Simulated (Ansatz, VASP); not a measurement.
# Ta (Ta(210)): VASP beside Ansatz, part 2 of 2

Wanted: the spread between two codes on one cell, functional and k mesh. Of the first pair: The structure shown is the start of the Ansatz relaxation below; VASP solves that cell, so the two are compared at the walk's first step.

VASP 6.6.1 and Ansatz 0.2.0.

So far: The starting structure; Ansatz: relaxation, PBE with D3(BJ); VASP: single point, PBE with D3(BJ), start cell, pair 1.

## Step 4: Side by side

Known differences besides the potentials themselves: the data sets hold 169 valence electrons in Ansatz (on its default PAW (the set named soft_2) files) and 143 in VASP; the cutoff is 420 eV in Ansatz and 400 eV in VASP. Total energies have different zeros and are not compared.

Forces on 8 of the 13 atoms, those with the largest forces and the largest differences (eV/Å; atoms numbered as in POSCAR):

| atom | Ansatz x, y, z | VASP x, y, z |
| --- | --- | --- |
| Ta1 | 0.000, -0.472, 1.893 | 0.000, -0.473, 1.891 |
| Ta2 | 0.000, 0.739, 0.051 | 0.000, 0.743, 0.050 |
| Ta4 | 0.000, -0.231, -0.808 | 0.000, -0.232, -0.817 |
| Ta5 | 0.000, -0.084, -0.482 | 0.000, -0.085, -0.491 |
| Ta9 | 0.000, 0.084, 0.482 | 0.000, 0.085, 0.491 |
| Ta10 | 0.000, 0.231, 0.808 | 0.000, 0.232, 0.817 |
| Ta12 | 0.000, -0.739, -0.051 | 0.000, -0.743, -0.050 |
| Ta13 | 0.000, 0.472, -1.893 | 0.000, 0.473, -1.891 |

The forces differ by 3.5 meV/Å r.m.s., which is 0.7 % of the r.m.s. force of 0.527 eV/Å (both taken over all components). With vacuum in the cell, a pressure given here is an average over mostly empty space and none of the material.

## Step 5: Ansatz: relaxation, PBE with D3(BJ)

This run makes the geometry at which the two programs are then compared.

The structure compared here is the end of the Ansatz relaxation.

The input, input.yaml:

```yaml
crystal:
  lattice:
    - [3.31, 0.0, 0.0]
    - [0.0, 7.40138501, 0.0]
    - [0.0, 0.0, 25.8816620066]
  atoms:
    - { symbol: Ta, position: [0.5, 0.1, 0.3284178581] }
    - { symbol: Ta, position: [0.0, 0.8, 0.3570148817] }
    - { symbol: Ta, position: [0.5, 0.5, 0.3856119054] }
    - { symbol: Ta, position: [0.0, 0.2, 0.414208929] }
    - { symbol: Ta, position: [0.5, 0.9, 0.4428059527] }
    - { symbol: Ta, position: [0.0, 0.6, 0.4714029763] }
    - { symbol: Ta, position: [0.5, 0.3, 0.5] }
    - { symbol: Ta, position: [0.0, 0.0, 0.5285970237] }
    - { symbol: Ta, position: [0.5, 0.7, 0.5571940473] }
    - { symbol: Ta, position: [0.0, 0.4, 0.585791071] }
    - { symbol: Ta, position: [0.5, 0.1, 0.6143880946] }
    - { symbol: Ta, position: [0.0, 0.8, 0.6429851183] }
    - { symbol: Ta, position: [0.5, 0.5, 0.6715821419] }
kpoints:
  mp_grid: { grid: [8, 4, 1] }
hamiltonian:
  xc: pbe
  dispersion: d3bj
scf:
  occupations: { method: fermi_dirac, width: 0.1 }
  convergence: { dr2_threshold: 1.0e-08 }
efield:
  axis: 3
  dipole_correction: true
  ramp_position: 0.97
  ramp_width: 0.06
relax:
  f_tol: 0.015
  max_steps: 90
  constraints: [{ sites: [0, 1, 2, 3] }]
output:
  write_potential: true
  write_density: true
  volumetric_format: npy
```

On the command line:

```bash
$ ansatz run input.yaml --threads 4 --pin off --max-ram 6144MiB --backend cpu --events-out ev --progress --plain --runs-dir out
```

Numbers of over 12 decimals in the logs are rounded to 6 here.

Log:

```text
[...]
Crystal: 13 atoms, lattice volume = 634.064 Å³
Basis set: ecut = 420 eV, 12517 PW (Γ), exchange–correlation on 48×100×360 points (8 copies of the dense FFT grid, shifted against one another)
Bands: 102, of which v1, the nominal top of the filled ones, is band 85 counted from 1 (84 counted from 0)
Symmetry: 2 space group operations
[...]
- { symbol: Ta, position: [0.500000, 0.297887, 0.497464] }
    - { symbol: Ta, position: [0.0, -0.00387235, 0.526948] }
    - { symbol: Ta, position: [0.500000, 0.698745, 0.554661] }
    - { symbol: Ta, position: [0.0, 0.395393, 0.581312] }
    - { symbol: Ta, position: [0.500000, 0.088782, 0.611258] }
    - { symbol: Ta, position: [0.0, 0.789717, 0.637850] }
    - { symbol: Ta, position: [0.500000, 0.495592, 0.657488] }
[key lines of the parts left out:]
SCF converged after 6 iterations
Free energy (F): -129117.652931 eV
Fermi energy:    4.508946 eV
Dipole field:    D = -0.003668 V/Å  (p = -0.012852 e·Å, saw-weighted, corrected)
Work function:   Φ+ = 4.0919 eV   Φ− = 3.9970 eV
```

## Step 6: VASP: single point, PBE with D3(BJ), relaxed cell, pair 2

The same cell, functional, mesh and smearing now go to VASP, with its own data sets.

The input, INCAR:

```
SYSTEM = Ta
PREC = Accurate
ENCUT = 400
EDIFF = 1E-06
NELM = 120
ISMEAR = -1
SIGMA = 0.1
LREAL = .FALSE.
ALGO = Normal
GGA = PE
IVDW = 12
NBANDS = 88
LASPH = .TRUE.
LORBIT = 11
LWAVE = .FALSE.
LCHARG = .FALSE.
ISIF = 2
LDIPOL = .TRUE.
IDIPOL = 3
DIPOL = 0.5 0.5 0.497
LVHAR = .TRUE.
GGA_COMPAT = .FALSE.
NELMDL = -8
KPAR = 4
```

The input, POSCAR:

```
Ta
1.0
    3.3100000000      0.0000000000      0.0000000000
    0.0000000000      7.4013850100      0.0000000000
    0.0000000000      0.0000000000     25.8816620066
Ta
13
Direct
    0.5000000000      0.1000000000      0.3284178581
    1.0000000000      0.8000000000      0.3570148817
    0.5000000000      0.5000000000      0.3856119054
    1.0000000000      0.2000000000      0.4142089290
    0.5000000000      0.8988853541      0.4396197801
    1.0000000000      0.6009791578      0.4680047326
    0.5000000000      0.2978865177      0.4974640213
    1.0000000000      0.9961276499      0.5269484285
    0.5000000000      0.6987447920      0.5546609496
    1.0000000000      0.3953926741      0.5813118515
    0.5000000000      0.0887815719      0.6112579908
    1.0000000000      0.7897174427      0.6378496604
    0.5000000000      0.4955916838      0.6574878318
```

The input, KPOINTS:

```
Automatic mesh
0
Gamma
8 4 1
0 0 0
```

Potentials, in the order of the species: Ta_pv (PBE family, release 64).

On the command line:

```bash
$ mpirun -np 4 vasp_std
```

Log:

```text
[... set-up lines as in an earlier step ...]
 entering main loop
       N       E                     dE             d eps       ncg     rms          rms(c)
DAV:   1     0.110114592513E+04    0.11011E+04   -0.72495E+04  3384   0.118E+03
DAV:   3    -0.157060086810E+03   -0.57057E+02   -0.54478E+02  3328   0.660E+01
DAV:   4    -0.159923880676E+03   -0.28638E+01   -0.28111E+01  3704   0.123E+01
DAV:   5    -0.160021248641E+03   -0.97368E-01   -0.96726E-01  3640   0.203E+00
[...]
DAV:  38    -0.145796310349E+03   -0.41192E-05   -0.10415E-07  1808   0.735E-04    0.266E-04
DAV:  39    -0.145796313118E+03   -0.27688E-05   -0.85163E-08  1816   0.469E-04    0.144E-04
DAV:  40    -0.145796313992E+03   -0.87376E-06   -0.32570E-08  1712   0.356E-04
   1 F= -.15199603E+03 E0= -.15172062E+03  d E =-.550833E+00
```

From OUTCAR (step 6):

```text
 Edisp (eV)   -6.19972

  Total     -12.91111   -11.76621    -3.41941     0.00000    -0.22924     0.00000
  in kB     -32.62428   -29.73131    -8.64030     0.00000    -0.57924     0.00000
  external pressure =      -23.67 kB  Pullay stress =        0.00 kB

 POSITION                                       TOTAL-FORCE (eV/Angst)
 -----------------------------------------------------------------------------------
      1.65500      0.74014      8.50000         0.000000     -0.380742      1.847742
      0.00000      5.92111      9.24014         0.000000      0.738948     -0.371183
      1.65500      3.70069      9.98028         0.000000     -0.033295     -0.249051
      0.00000      1.48028     10.72042         0.000000     -0.323566     -1.242332
      1.65500      6.65300     11.37809         0.000000      0.000664     -0.007869
      0.00000      4.44808     12.11274         0.000000     -0.004995     -0.009276
      1.65500      2.20477     12.87520         0.000000     -0.000956     -0.001181
      0.00000      7.37272     13.63830         0.000000      0.003997      0.006281
      1.65500      5.17168     14.35555         0.000000      0.002443      0.011872
      0.00000      2.92645     15.04532         0.000000      0.000804     -0.004626
      1.65500      0.65711     15.82037         0.000000     -0.001114      0.003645
      0.00000      5.84500     16.50861         0.000000     -0.000867     -0.000542
      1.65500      3.66806     17.01688         0.000000     -0.001322      0.016522
 -----------------------------------------------------------------------------------
    total drift:                                0.000000      0.000844      0.000302

  FREE ENERGIE OF THE ION-ELECTRON SYSTEM (eV)
  ---------------------------------------------------
  free  energy   TOTEN  =      -151.9960316253 eV

  energy  without entropy=     -151.4451986119  energy(sigma->0) =     -151.72061512

[... 2 parts as in an earlier step ...]

[... 1 further part left out ...]
[key lines of the parts left out:]
E-fermi :  -0.3500
```

## Step 7: Side by side

What differs besides the data sets and the points named for the pairs above, as far as they apply: the data sets hold 169 valence electrons in Ansatz (on its default PAW (the set named soft_2) files) and 143 in VASP. Total energies have different zeros and are not compared.

The two programs side by side:

| quantity | Ansatz | VASP | difference |
| --- | --- | --- | --- |
| work function, lower of the two faces (eV) | 4.00 | 4.00 | 0.00 |
| work function, higher of the two faces (eV) | 4.09 | 4.09 | 0.00 |

Forces on 8 of the 13 atoms, those with the largest forces and the largest differences (eV/Å; atoms numbered as in POSCAR):

| atom | Ansatz x, y, z | VASP x, y, z |
| --- | --- | --- |
| Ta1 | 0.000, -0.379, 1.850 | 0.000, -0.381, 1.848 |
| Ta2 | 0.000, 0.735, -0.368 | 0.000, 0.739, -0.371 |
| Ta3 | 0.000, -0.035, -0.247 | 0.000, -0.033, -0.249 |
| Ta4 | 0.000, -0.322, -1.234 | 0.000, -0.324, -1.242 |
| Ta5 | 0.000, 0.002, 0.001 | 0.000, 0.001, -0.008 |
| Ta6 | 0.000, -0.002, -0.002 | 0.000, -0.005, -0.009 |
| Ta9 | 0.000, 0.001, 0.003 | 0.000, 0.002, 0.012 |
| Ta13 | 0.000, -0.001, 0.005 | 0.000, -0.001, 0.017 |

The forces differ by 3.8 meV/Å r.m.s., which is 1.0 % of the r.m.s. force of 0.391 eV/Å (both taken over all components). With vacuum in the cell, a pressure given here is an average over mostly empty space and none of the material.

## Step 8: Outcome

```yaml
r_m_s_force_difference_single_point_pbe_with_d3_bj_start_cell_pair_1: 0.66 % of the r.m.s. force
r_m_s_force_difference_single_point_pbe_with_d3_bj_relaxed_cell_pair_2: 0.97 % of the r.m.s. force
```

What this shows: The r.m.s. force difference is 0.97 % of the r.m.s. force (single point, PBE with D3(BJ), relaxed cell, pair 2), within the 3 % picked in this series as the mark of a large difference. The data sets hold unlike numbers of valence electrons (169 in Ansatz and 143 in VASP), so part of the differences comes from the potentials. How closely two codes agree says nothing of how well the functional describes the real material.

[Lines on the potential files, build, host, timing and source positions are cut from VASP's logs without a mark.]

[Logs are printed without paths, hosts, clocks, repeated set-up lines and the standing remarks that a program may print on its own settings, such as how far it seeks lower states.]

[Hosts, paths, dates, database ids (printed as entryN), source tags and the programs' standing remarks are cut or masked in the printed files.]
